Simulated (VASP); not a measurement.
Level of theory: PBE GGA with D3 dispersion (Becke-Johnson damping), VASP's PBE PAW potentials (set 64) (plane waves; VASP).

VASP ran on this input.

**KPOINTS**
```
Automatic mesh
0
Gamma
15 15 15
0 0 0
```

### POSCAR
```
Ir
3.8424280
  0.0000000000   0.5000000119   0.5000000119
  0.5000000119   0.0000000000   0.5000000119
  0.5000000119   0.5000000119   0.0000000000
Ir
1
Cartesian
  0.0000000000   0.0000000000   0.0000000000
```

INCAR:
```
# general
SYSTEM =Ir
PREC   =Accurate
ENCUT  =530
LREAL  =F   # projection in real space or not
LASPH  =T

# electronic loop
EDIFF  =1E-7
NELM   =100
ALGO   =Normal
LMAXMIX=6

# smearing
ISMEAR =1   # Methfessel-Paxton
SIGMA  =0.1   # width (eV)

# functional
GGA    =PE
IVDW   =12   # D3, Becke-Johnson

# ions
IBRION =6   # finite differences
NSW    =1   # most ionic steps
ISIF   =3   # ions, shape and volume
POTIM  =0.015
NFREE  =2

# output
LWAVE  =F
LCHARG =F
```

POTCAR, in this order: Ir (PBE.64 set). Program: vasp_std.

Output

File OUTCAR:
```
 ion  position               nearest neighbor table
   1  0.000  0.000  0.000-
  LATTYP: Found a face centered cubic cell.
 ALAT       =     3.8424280916
 Subroutine PRICEL returns:
 Original cell was already a primitive cell.
 Subroutine GETGRP returns: Found 48 space group operations
The static configuration has the point symmetry O_h .
The dynamic configuration has the point symmetry O_h .
 Subroutine INISYM returns: Found 48 space group operations
 Subroutine IBZKPT returns following result:
 Found    120 irreducible k-points:

 Following reciprocal coordinates:
            Coordinates               Weight
  0.000000  0.000000  0.000000      1.000000
  0.066667  0.000000  0.000000      8.000000
  0.133333  0.000000  0.000000      8.000000
  0.200000  0.000000  0.000000      8.000000
  0.266667  0.000000  0.000000      8.000000
  0.333333  0.000000  0.000000      8.000000
  0.400000  0.000000  0.000000      8.000000
  0.466667  0.000000  0.000000      8.000000
  0.066667  0.066667  0.000000      6.000000
  0.133333  0.066667  0.000000     24.000000
  0.200000  0.066667  0.000000     24.000000
  0.266667  0.066667  0.000000     24.000000
  0.333333  0.066667  0.000000     24.000000
  0.400000  0.066667  0.000000     24.000000
  0.466667  0.066667  0.000000     24.000000
 -0.466667  0.066667  0.000000     24.000000
 -0.400000  0.066667  0.000000     24.000000
 -0.333333  0.066667  0.000000     24.000000
 -0.266667  0.066667  0.000000     24.000000
 -0.200000  0.066667  0.000000     24.000000
 -0.133333  0.066667  0.000000     24.000000
 -0.066667  0.066667  0.000000     12.000000
  0.133333  0.133333  0.000000      6.000000
  0.200000  0.133333  0.000000     24.000000
  0.266667  0.133333  0.000000     24.000000
  0.333333  0.133333  0.000000     24.000000
  0.400000  0.133333  0.000000     24.000000
  0.466667  0.133333  0.000000     24.000000
 -0.466667  0.133333  0.000000     24.000000
 -0.400000  0.133333  0.000000     24.000000
 -0.333333  0.133333  0.000000     24.000000
 -0.266667  0.133333  0.000000     24.000000
 -0.200000  0.133333  0.000000     24.000000
 -0.133333  0.133333  0.000000     12.000000
  0.200000  0.200000  0.000000      6.000000
  0.266667  0.200000  0.000000     24.000000
  0.333333  0.200000  0.000000     24.000000
  0.400000  0.200000  0.000000     24.000000
  0.466667  0.200000  0.000000     24.000000
 -0.466667  0.200000  0.000000     24.000000
 Subroutine IBZKPT_HF returns following result:
   k-points           NKPTS =    120   k-points in BZ     NKDIM =    120   number of bands    NBANDS=      8
   number of dos      NEDOS =    301   number of ions     NIONS =      1
   total plane-waves  NPLWV =   8000
   dimension x,y,z NGX =    20 NGY =   20 NGZ =   20
   dimension x,y,z NGXF=    40 NGYF=   40 NGZF=   40
   ions per type =               1
   PREC   = accura    normal or accurate (medium, high low for compatibility)
   ISTART =      0    job   : 0-new  1-cont  2-samecut
   ICHARG =      2    charge: 1-file 2-atom 10-const
   ISPIN  =      1    spin polarized calculation?
   LNONCOLLINEAR =      F non collinear calculations
   LSORBIT =      F    spin-orbit coupling
   INIWAV =      1    electr: 0-lowe 1-rand  2-diag
   ENCUT  =  530.0 eV  38.95 Ry    6.24 a.u.   5.10  5.10  5.10*2*pi/ulx,y,z
   NELM   =    100;   NELMIN=  2; NELMDL= -5     # of ELM steps
   EDIFF  = 0.1E-06   stopping-criterion for ELM
   LREAL  =      F    real-space projection
   NLSPLINE    = F    spline interpolate recip. space projectors
   LMAXMIX     =    6 max onsite mixed and CHGCAR
...
```

**OSZICAR**
```
...
DAV:   7    -0.885129657925E+01   -0.38507E-05   -0.55481E-08  3240   0.272E-03    0.453E-04
DAV:   8    -0.885129807309E+01   -0.14938E-05   -0.65189E-09  2696   0.932E-04    0.732E-05
DAV:   9    -0.885129801803E+01    0.55069E-07   -0.63616E-10  2448   0.317E-04
   6 F= -.95732138E+01 E0= -.95730901E+01  d E =-.371045E-03
       N       E                     dE             d eps       ncg     rms          rms(c)
DAV:   1    -0.888512199537E+01   -0.33824E-01   -0.24731E+00  5536   0.231E+01    0.226E+00
DAV:   2    -0.883617679435E+01    0.48945E-01   -0.10536E-01  5696   0.443E+00    0.740E-01
DAV:   3    -0.882841296560E+01    0.77638E-02   -0.27743E-02  6280   0.202E+00    0.215E-01
DAV:   4    -0.882826221749E+01    0.15075E-03   -0.79728E-04  6024   0.313E-01    0.358E-02
DAV:   5    -0.882827392815E+01   -0.11711E-04   -0.19819E-05  6808   0.420E-02    0.138E-02
DAV:   6    -0.882827766788E+01   -0.37397E-05   -0.39284E-06  6264   0.205E-02    0.323E-03
DAV:   7    -0.882827745964E+01    0.20824E-06   -0.87667E-08  3984   0.391E-03    0.961E-04
DAV:   8    -0.882827745638E+01    0.32591E-08   -0.80480E-09  2600   0.108E-03
   7 F= -.95730753E+01 E0= -.95729552E+01  d E =-.360048E-03
       N       E                     dE             d eps       ncg     rms          rms(c)
DAV:   1    -0.886344930375E+01   -0.35172E-01   -0.11229E+00 18216   0.136E+01    0.110E+00
DAV:   2    -0.884674800346E+01    0.16701E-01   -0.33650E-02 18696   0.241E+00    0.442E-01
DAV:   3    -0.884372641740E+01    0.30216E-02   -0.10193E-02 20888   0.116E+00    0.138E-01
DAV:   4    -0.884364931592E+01    0.77101E-04   -0.34309E-04 19216   0.239E-01    0.246E-02
DAV:   5    -0.884364929208E+01    0.23834E-07   -0.99945E-06 20176   0.379E-02    0.994E-03
DAV:   6    -0.884364968963E+01   -0.39754E-06   -0.10298E-06 18704   0.122E-02    0.180E-03
DAV:   7    -0.884364975040E+01   -0.60769E-07   -0.26952E-08  9776   0.210E-03
   8 F= -.95768396E+01 E0= -.95768213E+01  d E =-.548818E-04
       N       E                     dE             d eps       ncg     rms          rms(c)
DAV:   1    -0.886371938076E+01   -0.20070E-01   -0.71975E-01 17056   0.783E+00    0.720E-01
DAV:   2    -0.884795444919E+01    0.15765E-01   -0.18739E-02 17856   0.137E+00    0.322E-01
DAV:   3    -0.884371064965E+01    0.42438E-02   -0.10906E-02 19632   0.865E-01    0.122E-01
DAV:   4    -0.884364984173E+01    0.60808E-04   -0.26537E-04 18288   0.218E-01    0.190E-02
DAV:   5    -0.884364978429E+01    0.57443E-07   -0.37395E-06 21456   0.213E-02    0.518E-03
DAV:   6    -0.884364974497E+01    0.39316E-07   -0.15910E-07 16104   0.475E-03
   9 F= -.95768396E+01 E0= -.95768213E+01  d E =-.548819E-04
       N       E                     dE             d eps       ncg     rms          rms(c)
DAV:   1    -0.880412531569E+01    0.39524E-01   -0.66169E-01 17344   0.753E+00    0.437E-01
DAV:   2    -0.881504251300E+01   -0.10917E-01   -0.83893E-03 18616   0.965E-01    0.222E-01
DAV:   3    -0.883471419947E+01   -0.19672E-01   -0.60992E-03 19400   0.654E-01    0.851E-02
DAV:   4    -0.884239702399E+01   -0.76828E-02   -0.50997E-04 19816   0.228E-01    0.161E-02
DAV:   5    -0.884352976192E+01   -0.11327E-02   -0.13614E-05 21640   0.359E-02    0.923E-03
DAV:   6    -0.884364826465E+01   -0.11850E-03   -0.48657E-07 18592   0.889E-03    0.595E-04
DAV:   7    -0.884365406476E+01   -0.58001E-05   -0.10183E-08 10432   0.138E-03    0.244E-04
DAV:   8    -0.884365020963E+01    0.38551E-05   -0.89018E-10  8304   0.365E-04    0.840E-05
DAV:   9    -0.884364991138E+01    0.29825E-06   -0.11308E-10  7976   0.170E-04    0.115E-05
DAV:  10    -0.884364976725E+01    0.14413E-06   -0.24528E-11  7696   0.707E-05    0.420E-06
DAV:  11    -0.884364977856E+01   -0.11305E-07   -0.43919E-12  7512   0.278E-05
  10 F= -.95768397E+01 E0= -.95768214E+01  d E =-.548777E-04
       N       E                     dE             d eps       ncg     rms          rms(c)
DAV:   1    -0.886370876521E+01   -0.20059E-01   -0.72585E-01 16800   0.787E+00    0.721E-01
DAV:   2    -0.884795804761E+01    0.15751E-01   -0.18785E-02 18008   0.139E+00    0.322E-01
DAV:   3    -0.884371042936E+01    0.42476E-02   -0.10863E-02 19448   0.863E-01    0.123E-01
DAV:   4    -0.884365003515E+01    0.60394E-04   -0.26613E-04 18976   0.219E-01    0.209E-02
DAV:   5    -0.884364980037E+01    0.23478E-06   -0.40502E-06 21040   0.230E-02    0.511E-03
DAV:   6    -0.884364975608E+01    0.44287E-07   -0.16963E-07 16944   0.500E-03
  11 F= -.95768396E+01 E0= -.95768213E+01  d E =-.548415E-04
       N       E                     dE             d eps       ncg     rms          rms(c)
DAV:   1    -0.885591386771E+01   -0.12264E-01   -0.62431E-01 16864   0.733E+00    0.441E-01
DAV:   2    -0.884836575668E+01    0.75481E-02   -0.78534E-03 18640   0.948E-01    0.223E-01
DAV:   3    -0.884425758802E+01    0.41082E-02   -0.57996E-03 19320   0.658E-01    0.839E-02
DAV:   4    -0.884367723748E+01    0.58035E-03   -0.57360E-04 20120   0.235E-01    0.142E-02
DAV:   5    -0.884364810174E+01    0.29136E-04   -0.98897E-06 20448   0.337E-02    0.850E-03
DAV:   6    -0.884364838238E+01   -0.28064E-06   -0.36674E-07 19816   0.735E-03    0.509E-04
DAV:   7    -0.884364895360E+01   -0.57122E-06   -0.59069E-09 10168   0.107E-03    0.163E-04
DAV:   8    -0.884364944512E+01   -0.49152E-06   -0.44636E-10  8296   0.278E-04    0.587E-05
DAV:   9    -0.884364969769E+01   -0.25257E-06   -0.81422E-11  7920   0.129E-04    0.108E-05
DAV:  10    -0.884364974649E+01   -0.48796E-07   -0.19532E-11  7624   0.683E-05
  12 F= -.95768396E+01 E0= -.95768213E+01  d E =-.548774E-04
       N       E                     dE             d eps       ncg     rms          rms(c)
DAV:   1    -0.886372710613E+01   -0.20077E-01   -0.72826E-01 16864   0.791E+00    0.721E-01
DAV:   2    -0.884795657175E+01    0.15771E-01   -0.18639E-02 18448   0.137E+00    0.321E-01
DAV:   3    -0.884371077286E+01    0.42458E-02   -0.10844E-02 19464   0.863E-01    0.123E-01
DAV:   4    -0.884364983078E+01    0.60942E-04   -0.26662E-04 18856   0.219E-01    0.194E-02
DAV:   5    -0.884364980436E+01    0.26417E-07   -0.36559E-06 21216   0.213E-02    0.517E-03
DAV:   6    -0.884364975923E+01    0.45127E-07   -0.15685E-07 16368   0.479E-03
  13 F= -.95768396E+01 E0= -.95768213E+01  d E =-.548816E-04
       N       E                     dE             d eps       ncg     rms          rms(c)
DAV:   1    -0.879647818608E+01    0.47172E-01   -0.12259E+00  1960   0.916E+00    0.261E-01
DAV:   2    -0.881421335639E+01   -0.17735E-01   -0.21195E-02  2848   0.179E+00    0.159E-01
DAV:   3    -0.884491045603E+01   -0.30697E-01   -0.63128E-03  2560   0.610E-01    0.209E-02
DAV:   4    -0.884622680943E+01   -0.13164E-02   -0.11342E-04  2672   0.113E-01    0.113E-02
DAV:   5    -0.884631717350E+01   -0.90364E-04   -0.51347E-07  2712   0.802E-03    0.534E-04
DAV:   6    -0.884631600610E+01    0.11674E-05   -0.26143E-09  2160   0.498E-04    0.256E-04
DAV:   7    -0.884631554389E+01    0.46221E-06   -0.16507E-10  1344   0.149E-04    0.321E-05
DAV:   8    -0.884631546529E+01    0.78604E-07   -0.32749E-11  1160   0.823E-05
  14 F= -.95795038E+01 E0= -.95793847E+01  d E =-.357466E-03
       N       E                     dE             d eps       ncg     rms          rms(c)
DAV:   1    -0.884384172188E+01    0.24738E-02   -0.36013E+00  1920   0.143E+01    0.176E-01
DAV:   2    -0.884694377067E+01   -0.31020E-02   -0.37063E-02  2024   0.259E+00    0.107E-01
DAV:   3    -0.884642683725E+01    0.51693E-03   -0.11109E-03  2520   0.335E-01    0.395E-02
DAV:   4    -0.884631616204E+01    0.11068E-03   -0.37083E-04  2376   0.151E-01    0.107E-02
DAV:   5    -0.884631540064E+01    0.76140E-06   -0.79050E-06  2624   0.371E-02    0.135E-03
DAV:   6    -0.884631545305E+01   -0.52402E-07   -0.25381E-07  2368   0.663E-03
  15 F= -.95795038E+01 E0= -.95793847E+01  d E =-.357420E-03
```

### OUTCAR
```
------------------------ aborting loop because EDIFF is reached ----------------------------------------
 Edisp (eV)   -0.73319
  FORCE on cell =-STRESS in cart. coord.  units (eV):
  Direction    XX          YY          ZZ          XY          YZ          ZX
  --------------------------------------------------------------------------------------
  Total      -0.00414    -0.00414    -0.00414     0.00000     0.00000     0.00000
  in kB      -0.46764    -0.46764    -0.46764     0.00000     0.00000     0.00000
  external pressure =       -0.47 kB  Pullay stress =        0.00 kB
  volume of cell :       14.18
      direct lattice vectors                 reciprocal lattice vectors
     0.000000000  1.921214046  1.921214046    -0.260252105  0.260252105  0.260252105
     1.921214046  0.000000000  1.921214046     0.260252105 -0.260252105  0.260252105
     1.921214046  1.921214046  0.000000000     0.260252105  0.260252105 -0.260252105
 POSITION                                       TOTAL-FORCE (eV/Angst)
 -----------------------------------------------------------------------------------
     -0.01500      0.00000      0.00000         0.000000      0.000000     -0.000000
 -----------------------------------------------------------------------------------
    total drift:                               -0.000140      0.000000      0.000000
  FREE ENERGIE OF THE ION-ELECTRON SYSTEM (eV)
  ---------------------------------------------------
  free  energy   TOTEN  =        -9.5795038135 eV

  energy  without entropy=       -9.5791463933  energy(sigma->0) =       -9.57938467

   1 f  =    0.000000 THz     0.000000 2PiTHz    0.000000 cm-1     0.000000 meV
             X         Y         Z           dx          dy          dz
      0.000000  0.000000  0.000000     0.000000    0.000000    1.000000

   2 f  =    0.000000 THz     0.000000 2PiTHz    0.000000 cm-1     0.000000 meV
             X         Y         Z           dx          dy          dz
      0.000000  0.000000  0.000000    -0.862594    0.505898    0.000000

   3 f  =    0.000000 THz     0.000000 2PiTHz    0.000000 cm-1     0.000000 meV
             X         Y         Z           dx          dy          dz
      0.000000  0.000000  0.000000     0.505898    0.862594    0.000000

 ELASTIC MODULI CONTR FROM IONIC RELAXATION (kBar)
 Direction    XX          YY          ZZ          XY          YZ          ZX
 --------------------------------------------------------------------------------
 XX           0.0000      0.0000      0.0000      0.0000      0.0000      0.0000
 YY           0.0000      0.0000      0.0000      0.0000      0.0000      0.0000
 ZZ           0.0000      0.0000      0.0000      0.0000      0.0000      0.0000
 XY           0.0000      0.0000      0.0000      0.0000      0.0000      0.0000
 YZ           0.0000      0.0000      0.0000      0.0000      0.0000      0.0000
 ZX           0.0000      0.0000      0.0000      0.0000      0.0000      0.0000
 --------------------------------------------------------------------------------

 TOTAL ELASTIC MODULI (kBar)
 Direction    XX          YY          ZZ          XY          YZ          ZX
 --------------------------------------------------------------------------------
 XX        6375.7679   2472.2733   2472.2733     -0.0000      0.0000     -0.0000
 YY        2472.2733   6375.7679   2472.2733     -0.0000     -0.0000      0.0000
 ZZ        2472.2733   2472.2733   6375.7679      0.0000     -0.0000      0.0000
 XY          -0.0000     -0.0000      0.0000   2692.3325      0.0000      0.0000
 YZ           0.0000     -0.0000     -0.0000      0.0000   2692.3325      0.0000
 ZX          -0.0000      0.0000      0.0000      0.0000      0.0000   2692.3325
 --------------------------------------------------------------------------------
```
(Selected blocks of OUTCAR.)

Finite-difference elastic constants of metals are sensitive to mesh and smearing; shear constants can be off by tens of GPa.

The structure comes from a measured Ir entry (Fm-3m) of the Crystallography Open Database, whose conditions weren't checked. It was relaxed first.
